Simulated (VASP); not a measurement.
Output of a VASP run:

OUTCAR:
```
 ion  position               nearest neighbor table
   1  0.000  0.000  0.000-   2 2.50   3 2.50   3 2.50   2 2.50   3 2.50   2 2.50
   2  0.333  0.667  0.276-   1 2.50   1 2.50   1 2.50
   3  0.667  0.333  0.724-   1 2.50   1 2.50   1 2.50
  LATTYP: Found a hexagonal cell.
 ALAT       =     3.7357918795
 C/A-ratio  =     1.2322239168
 Subroutine PRICEL returns:
 Original cell was already a primitive cell.
 Subroutine GETGRP returns: Found 12 space group operations
The static configuration has the point symmetry D_3d.
The dynamic configuration has the point symmetry D_3d.
 Subroutine INISYM returns: Found 12 space group operations
 Subroutine IBZKPT returns following result:
 Found     69 irreducible k-points:

 Following reciprocal coordinates:
            Coordinates               Weight
  0.000000  0.000000  0.000000      1.000000
  0.111111  0.000000  0.000000      6.000000
  0.222222 -0.000000  0.000000      6.000000
  0.333333  0.000000  0.000000      6.000000
  0.444444 -0.000000  0.000000      6.000000
  0.111111  0.111111  0.000000      6.000000
  0.222222  0.111111  0.000000     12.000000
  0.333333  0.111111  0.000000     12.000000
  0.444444  0.111111  0.000000      6.000000
  0.222222  0.222222  0.000000      6.000000
  0.333333  0.222222  0.000000     12.000000
  0.333333  0.333333  0.000000      2.000000
  0.000000  0.000000  0.142857      2.000000
  0.111111  0.000000  0.142857      6.000000
  0.000000  0.111111  0.142857      6.000000
  0.222222 -0.000000  0.142857      6.000000
 -0.000000  0.222222  0.142857      6.000000
  0.333333  0.000000  0.142857      6.000000
  0.000000  0.333333  0.142857      6.000000
  0.444444 -0.000000  0.142857      6.000000
 -0.000000  0.444444  0.142857      6.000000
  0.111111  0.111111  0.142857     12.000000
  0.222222  0.111111  0.142857     12.000000
 -0.111111  0.333333  0.142857     12.000000
  0.333333  0.111111  0.142857     12.000000
 -0.111111  0.444444  0.142857     12.000000
  0.444444  0.111111  0.142857     12.000000
  0.222222  0.222222  0.142857     12.000000
  0.333333  0.222222  0.142857     12.000000
 -0.222222 -0.444444  0.142857     12.000000
  0.333333  0.333333  0.142857      4.000000
  0.000000  0.000000  0.285714      2.000000
  0.111111  0.000000  0.285714      6.000000
  0.000000  0.111111  0.285714      6.000000
  0.222222 -0.000000  0.285714      6.000000
 -0.000000  0.222222  0.285714      6.000000
  0.333333  0.000000  0.285714      6.000000
  0.000000  0.333333  0.285714      6.000000
  0.444444 -0.000000  0.285714      6.000000
 -0.000000  0.444444  0.285714      6.000000
   k-points           NKPTS =     69   k-points in BZ     NKDIM =     69   number of bands    NBANDS=     15
   number of dos      NEDOS =    301   number of ions     NIONS =      3
   total plane-waves  NPLWV =  28224
   dimension x,y,z NGX =    28 NGY =   28 NGZ =   36
   dimension x,y,z NGXF=    56 NGYF=   56 NGZF=   72
   ions per type =               1   2
   PREC   = accura    normal or accurate (medium, high low for compatibility)
   ISTART =      0    job   : 0-new  1-cont  2-samecut
   ICHARG =      2    charge: 1-file 2-atom 10-const
   ISPIN  =      1    spin polarized calculation?
   LNONCOLLINEAR =      F non collinear calculations
   LSORBIT =      F    spin-orbit coupling
   INIWAV =      1    electr: 0-lowe 1-rand  2-diag
   ENCUT  =  500.0 eV  36.75 Ry    6.06 a.u.   6.81  6.81  8.39*2*pi/ulx,y,z
   NELM   =    100;   NELMIN=  2; NELMDL= -5     # of ELM steps
   EDIFF  = 0.1E-05   stopping-criterion for ELM
   LREAL  =      F    real-space projection
   NLSPLINE    = F    spline interpolate recip. space projectors
   LMAXMIX     =    6 max onsite mixed and CHGCAR
   VOSKOWN=      0    Vosko Wilk Nusair interpolation
   EDIFFG = -.2E-01   stopping-criterion for IOM
   NSW    =     40    number of steps for IOM
...
```

OSZICAR:
```
       N       E                     dE             d eps       ncg     rms          rms(c)
DAV:   1     0.112720413635E+03    0.11272E+03   -0.10208E+04  2094   0.126E+03
DAV:   2    -0.982273584160E+01   -0.12254E+03   -0.11957E+03  2616   0.238E+02
DAV:   3    -0.146867329173E+02   -0.48640E+01   -0.48235E+01  2504   0.489E+01
DAV:   4    -0.147243872718E+02   -0.37654E-01   -0.37645E-01  2518   0.472E+00
DAV:   5    -0.147247445468E+02   -0.35728E-03   -0.35727E-03  2581   0.443E-01    0.132E+01
DAV:   6    -0.142233070691E+02    0.50144E+00   -0.46751E+00  2098   0.209E+01    0.814E+00
DAV:   7    -0.140549383196E+02    0.16837E+00   -0.84562E-01  2112   0.991E+00    0.409E+00
DAV:   8    -0.140382962485E+02    0.16642E-01   -0.57613E-02  2224   0.186E+00    0.815E-01
DAV:   9    -0.140354483919E+02    0.28479E-02   -0.92896E-03  2350   0.101E+00    0.164E-01
DAV:  10    -0.140355745776E+02   -0.12619E-03   -0.11836E-03  2378   0.256E-01    0.423E-02
DAV:  11    -0.140355811047E+02   -0.65270E-05   -0.48758E-05  2567   0.638E-02    0.253E-02
DAV:  12    -0.140355826140E+02   -0.15093E-05   -0.70916E-06  2266   0.239E-02    0.591E-03
DAV:  13    -0.140355828100E+02   -0.19598E-06   -0.97107E-07  1616   0.715E-03
   1 F= -.10562960E+02 E0= -.10562805E+02  d E =-.105630E+02
```

### OUTCAR
```
------------------------ aborting loop because EDIFF is reached ----------------------------------------
  FORCE on cell =-STRESS in cart. coord.  units (eV):
  Direction    XX          YY          ZZ          XY          YZ          ZX
  --------------------------------------------------------------------------------------
  Total        3.4914509      3.4914536      3.4657660      0.0000000      0.0000000      0.0000000
  in kB      100.5421848    100.5422620     99.8025435      0.0000000      0.0000000      0.0000000
  external PRESSURE =       0.2956634 kB  Pullay stress =     100.0000000 kB
  volume of cell :       55.64
      direct lattice vectors                 reciprocal lattice vectors
     1.867895402 -3.235290981  0.000000000     0.267680942 -0.154545604  0.000000000
     1.867895402  3.235290981  0.000000000     0.267680942  0.154545604  0.000000000
     0.000000000  0.000000000  4.603332102     0.000000000  0.000000000  0.217233947
 POSITION                                       TOTAL-FORCE (eV/Angst)
 -----------------------------------------------------------------------------------
      0.00000      0.00000      0.00000         0.000000     -0.000000      0.000000
      1.86790      1.07843      1.27090        -0.000000      0.000000      0.004550
      1.86790     -1.07843      3.33243        -0.000000     -0.000000     -0.004550
 -----------------------------------------------------------------------------------
    total drift:                                0.000000      0.000000      0.000000
  FREE ENERGIE OF THE ION-ELECTRON SYSTEM (eV)
  ---------------------------------------------------
  free  energy   TOTEN  =       -14.0355828100 eV

  energy  without entropy=      -14.0351170918  energy(sigma->0) =      -14.03542757
  enthalpy is  TOTEN    =       -10.5629599395 eV   P V=        3.4726228705

 reached required accuracy - stopping structural energy minimisation
```
(Selected blocks of OUTCAR.)

**POSCAR**
```
PtSe2
1
    1.8678954022    -3.2352909813    -0.0000000000
    1.8678954022     3.2352909813     0.0000000000
    0.0000000000    -0.0000000000     4.6033321020
Pt Se
1 2
Direct
  1.0000000000   1.0000000000   0.0000000000
  0.3333330000   0.6666670000   0.2760830015
  0.6666670000   0.3333330000   0.7239169985
```

**Question.** Reconstruct the remaining input files.

**Answer.** One answer among several that fit: the input of the run itself, PBE GGA, plane waves, VASP's PBE PAW potentials (set 64).

### KPOINTS
```
K-points
0
Gamma
9 9 7
```

### INCAR
```
SYSTEM = PtSe2
PREC = Accurate
ENCUT = 500
EDIFF = 1E-6
NELM = 100
ALGO = Normal
LREAL = .FALSE.
LASPH = .TRUE.
ISMEAR = 1
SIGMA = 0.1
GGA = PE
LMAXMIX = 6
LWAVE = .FALSE.
LCHARG = .FALSE.
IBRION = 2
ISIF = 3
NSW = 40
EDIFFG = -0.02
PSTRESS = 100
```

POTCAR, in this order: Pt Se (PBE.64 set). Program: vasp_std.

Without a dispersion term in the relaxation, distances and binding between the weakly bound layers, chains or molecules are unreliable, and so is what depends on them.

The compound is PtSe2 in the 1T layered structure. It was relaxed first under an external pressure of 10 GPa.
